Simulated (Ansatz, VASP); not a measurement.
# Cross-check of Y between VASP and Ansatz, part 2 of 2

Wanted: the spread between two codes on one cell, functional and k mesh. Of the first pair: The cell is taken from a series of runs on this material, whose earlier steps may have relaxed, scaled, displaced or heated it; both programs get it as it stands.

VASP 6.6.1 and Ansatz 0.2.0.

So far: Starting point; VASP: relaxation of cell and atoms, PBEsol; Ansatz: relaxation of cell and atoms, PBEsol; Differences; Ansatz: relaxation, PBEsol.

## Step 6: VASP: single point, PBEsol, pair 2

Level of this step: PBEsol; plane waves and PAW (Y_sv) (VASP).

The same cell, functional, mesh and smearing now go to VASP, with its own data sets.

Input file INCAR:

```
SYSTEM = Y
PREC = Accurate
ENCUT = 500
EDIFF = 1E-06
NELM = 120
ISMEAR = 1
SIGMA = 0.2
LREAL = .FALSE.
ALGO = Normal
GGA = PS
NBANDS = 17
LASPH = .TRUE.
LORBIT = 11
LWAVE = .FALSE.
LCHARG = .FALSE.
ISIF = 2
GGA_COMPAT = .FALSE.
KPAR = 2
```

Input file POSCAR:

```
Y
1.0
    3.4545608459      0.0000000000      0.0000000000
   -1.7272804230      2.9917374514      0.0000000000
    0.0000000000      0.0000000000      5.7285642047
Y
2
Direct
    0.3333333333      0.6666666667      0.2500000000
    0.6666666667      0.3333333333      0.7500000000
```

Input file KPOINTS:

```
Automatic mesh
0
Gamma
15 15 8
0 0 0
```

Potentials, in the order of the species: Y_sv (PBE family, release 64).

Command:

```
mpirun -np 2 vasp_std
```

Numbers of over 12 decimals in the logs are rounded to 6 here.

What it wrote:

```text
[banner, memory and clock lines left out]
running    2 mpi-ranks, on    1 nodes
[...]
[... a notice as in an earlier step ...]

 LDA part: xc-table for (Slater+PW92), standard interpolation
 POSCAR, INCAR and KPOINTS ok, starting setup
[...]
entering main loop
       N       E                     dE             d eps       ncg     rms          rms(c)
DAV:   1     0.863171291648E+02    0.86317E+02   -0.11305E+04  4606   0.121E+03
DAV:   2    -0.688659362566E+01   -0.93204E+02   -0.91934E+02  5844   0.265E+02
DAV:   3    -0.138082128579E+02   -0.69216E+01   -0.68598E+01  8197   0.438E+01
DAV:   4    -0.139683571048E+02   -0.16014E+00   -0.15977E+00  5627   0.694E+00
[...]
DAV:  11    -0.135877726593E+02   -0.44503E-05   -0.50867E-05  6954   0.538E-02    0.826E-02
DAV:  12    -0.135877673832E+02    0.52761E-05   -0.10457E-05  5291   0.244E-02    0.207E-02
DAV:  13    -0.135877676574E+02   -0.27415E-06   -0.14133E-06  4039   0.107E-02
   1 F= -.13587768E+02 E0= -.13586273E+02  d E =-.448404E-02
```

OUTCAR, selected parts (step 6):

```text
  Total        1.2449760      1.2449760     -0.0593952     -0.0000000      0.0000000      0.0000000
  in kB       33.6906544     33.6906544     -1.6073102     -0.0000000      0.0000000      0.0000000
  external PRESSURE =      21.9246662 kB  Pullay stress =       0.0000000 kB

 POSITION                                       TOTAL-FORCE (eV/Angst)
 -----------------------------------------------------------------------------------
     -0.00000      1.99449      1.43214         0.000000     -0.000000      0.000000
      1.72728      0.99725      4.29642        -0.000000      0.000000      0.000000
 -----------------------------------------------------------------------------------
    total drift:                               -0.000000      0.000000     -0.000000

  FREE ENERGIE OF THE ION-ELECTRON SYSTEM (eV)
  ---------------------------------------------------
  free  energy   TOTEN  =       -13.5877676574 eV

  energy  without entropy=      -13.5832836179  energy(sigma->0) =      -13.58627298

[... 1 part as in an earlier step ...]

[... 2 further parts left out ...]
[key lines of the parts left out:]
E-fermi :   3.4282
```

The run ends at a pressure of 2.19 GPa.

## Step 7: Comparison

What differs besides the data sets and the points named for the pairs above, as far as they apply: Ansatz's pressure holds a Pulay correction, VASP's none. Total energies have different zeros and are not compared.

Both answers:

```tsv
quantity	Ansatz	VASP	difference
pressure (GPa)	2.36	2.19	+0.17
```

## Step 8: Ansatz: relaxation, PBEsol

This run makes the geometry at which the two programs are then compared. The cell compared in this pair holds 60.02 Å³, against 59.21 Å³ for the pair before.

The structure compared here is the end of the Ansatz relaxation.

Input file input.yaml:

```yaml
crystal:
  lattice:
    - [3.4905458547, 0.0, 0.0]
    - [-1.7452729274, 3.0229013832, 0.0]
    - [0.0, 0.0, 5.6502860895]
  atoms:
    - { symbol: "Y", position: [0.3333333333, 0.6666666667, 0.25] }
    - { symbol: "Y", position: [0.6666666667, 0.3333333333, 0.75] }
kpoints:
  mp_grid: { grid: [15, 15, 8] }
hamiltonian:
  xc: pbesol
  pseudopotentials: { kind: paw, azcp: { folder: soft_1 }, xc_functional: pbe }
scf:
  occupations: { method: methfessel_paxton, width: 0.2 }
output:
  forces: true
  stress: true
  eigenvalues: true
relax:
  adjacent_minimum: "off"
  f_tol: 0.001
  max_steps: 60
  cell: { stress_tol: 0.01, fix: [a, b, gamma] }
```

Command:

```
ansatz run input.yaml --threads 4 --pin off --max-ram 10240MiB --backend cpu --events-out ev --progress --plain --runs-dir out
```

What it wrote:

```text
[...]
Crystal: 2 atoms, lattice volume = 59.619 Å³
Basis set: ecut = 420 eV, 1141 PW (Γ), exchange–correlation on 48×48×80 points (8 copies of the dense FFT grid, shifted against one another)
Bands: 15, of which v1, the nominal top of the filled ones, is band 11 counted from 1 (10 counted from 0)
Symmetry: 24 space group operations
[...]
k-points: 135 of 1800
[...]
k-point 134: bands = [... 7 lower, -11.8052, 9.8988, 9.8988, 9.9347, 9.9347, 10.8672, 10.8672, 13.1440]
--- Relaxed structure (3 steps of the walk, 3 accepted, 1 SCFs on fresh bases) ---
[...]
cell:  # Å, volume = 60.0233 Å³
    - [3.490546, 2.886747487669344e-11, 0.0]
    - [-1.745273, 3.022901, 0.0]
    - [0.0, 0.0, 5.688566]
  atoms:
    - { symbol: Y, position: [0.333333, 0.666667, 0.25] }
    - { symbol: Y, position: [0.666667, 0.333333, 0.750000] }
[key lines of the parts left out:]
SCF converged after 5 iterations
Free energy (F): -7590.155963 eV
Fermi energy:    10.337826 eV
P = ⅓ Tr σ = 1.7623 GPa (17.623 kbar)
```

## Step 9: VASP: single point, PBEsol, pair 3

The same cell, functional, mesh and smearing now go to VASP, with its own data sets.

INCAR is that of step 6.

Input file POSCAR:

```
Y
1.0
    3.4905458547      0.0000000000      0.0000000000
   -1.7452729274      3.0229013832      0.0000000000
    0.0000000000      0.0000000000      5.6885662833
Y
2
Direct
    0.3333333333      0.6666666667      0.2500000000
    0.6666666667      0.3333333333      0.7500000000
```

KPOINTS is that of step 6.

Command:

```
mpirun -np 2 vasp_std
```

What it wrote:

```text
[... set-up lines as in an earlier step ...]
 entering main loop
       N       E                     dE             d eps       ncg     rms          rms(c)
DAV:   1     0.859914521733E+02    0.85991E+02   -0.11322E+04  4590   0.121E+03
DAV:   2    -0.700500030871E+01   -0.92996E+02   -0.91742E+02  5850   0.265E+02
DAV:   3    -0.138418719314E+02   -0.68369E+01   -0.67961E+01  8143   0.439E+01
DAV:   4    -0.140042854532E+02   -0.16241E+00   -0.16225E+00  5511   0.693E+00
[...]
DAV:  11    -0.136107797715E+02   -0.18452E-05   -0.52856E-05  6933   0.565E-02    0.720E-02
DAV:  12    -0.136107751222E+02    0.46494E-05   -0.94294E-06  5327   0.234E-02    0.209E-02
DAV:  13    -0.136107755364E+02   -0.41426E-06   -0.16223E-06  4089   0.118E-02
   1 F= -.13610776E+02 E0= -.13609237E+02  d E =-.461464E-02
```

Parts of OUTCAR (step 9):

```text
  Total        0.9284352      0.9284352     -0.0563404     -0.0000000      0.0000000      0.0000000
  in kB       24.7823232     24.7823232     -1.5038704     -0.0000000      0.0000000      0.0000000
  external PRESSURE =      16.0202587 kB  Pullay stress =       0.0000000 kB

 POSITION                                       TOTAL-FORCE (eV/Angst)
 -----------------------------------------------------------------------------------
     -0.00000      2.01527      1.42214        -0.000000      0.000000      0.000000
      1.74527      1.00763      4.26642         0.000000     -0.000000      0.000000
 -----------------------------------------------------------------------------------
    total drift:                               -0.000000      0.000000     -0.000000

  FREE ENERGIE OF THE ION-ELECTRON SYSTEM (eV)
  ---------------------------------------------------
  free  energy   TOTEN  =       -13.6107755364 eV

  energy  without entropy=      -13.6061608923  energy(sigma->0) =      -13.60923732

[... 1 part as in an earlier step ...]

[... 2 further parts left out ...]
[key lines of the parts left out:]
E-fermi :   3.3527
```

The run ends at a pressure of 1.60 GPa.

## Step 10: Side by side

Both answers:

```tsv
quantity	Ansatz	VASP	difference
pressure (GPa)	1.76	1.60	+0.16
```

## Step 11: Results

```yaml
difference_in_volume_relaxation_of_cell_and_atoms_pbesol: 0.32 %
difference_in_pressure_single_point_pbesol_pair_2: 0.17 GPa
difference_in_pressure_single_point_pbesol_pair_3: 0.16 GPa
```

In words: The difference in volume is 0.32 % (relaxation of cell and atoms, PBEsol), within the 1.2 % picked in this series as the mark of a large difference, as far as the stopping tolerances let one tell. 5 further runs of this series are not shown here. How closely two codes agree says nothing of how well the functional describes the real material.

[Lines on the potential files, build, host, timing and source positions are cut from VASP's logs without a mark.]

[Logs are printed without paths, hosts, clocks, repeated set-up lines and the standing remarks that a program may print on its own settings, such as how far it seeks lower states.]

[Hosts, paths, dates, database ids (printed as entryN), source tags and the programs' standing remarks are cut or masked in the printed files.]
